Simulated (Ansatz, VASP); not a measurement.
## Si5F: VASP beside Ansatz

```xyz
6
Lattice="4.3470 0.0000 0.0000 -2.1735 3.7646 0.0000 0.0000 0.0000 5.1382" Properties=species:S:1:pos:R:3 pbc="T T T"
Si    0.0000    2.5097    1.3381
Si    2.1735    1.2549    1.3381
Si    2.1735    1.2549    3.8001
Si    0.0000    2.5097    3.8001
Si    0.0000    0.0000    0.0000
F     0.0000    0.0000    2.5691
```

Alike in both runs: functional PBE; k mesh 6 × 6 × 4; occupations gaussian, width 0.1 eV; no spin polarisation.

Ansatz relaxed the structure, and its values are those at the end. VASP's run is a single point on that final structure, the one shown.

|  | VASP | Ansatz |
| --- | --- | --- |
| version | VASP 6.6.1 | Ansatz 0.2.0 |
| potentials or method | VASP PAW PBE potentials, release 64 (Si, F) | scalar-relativistic, plane waves, PAW |
| plane-wave cutoff (eV) | 520 | 420 |
| valence electrons in the cell | 27 | 27 |

|  | VASP | Ansatz | Ansatz less VASP |
| --- | --- | --- | --- |
| gap on the k mesh at the Fermi level (eV) | none | none | - |
| pressure (GPa) | -0.1 | 0.0 | +0.08 |
| rms of the force components (eV/Å) | 0.005 | 0.006 | +0.0008 |

A gap of «none» marks a metal or a gap that the smearing closes. With one functional, cell and mesh, what is left measures potentials, basis and numerics.

Caveats: an odd number of electrons without spin polarisation forces a metal; a magnetic or distorted state may lie lower.
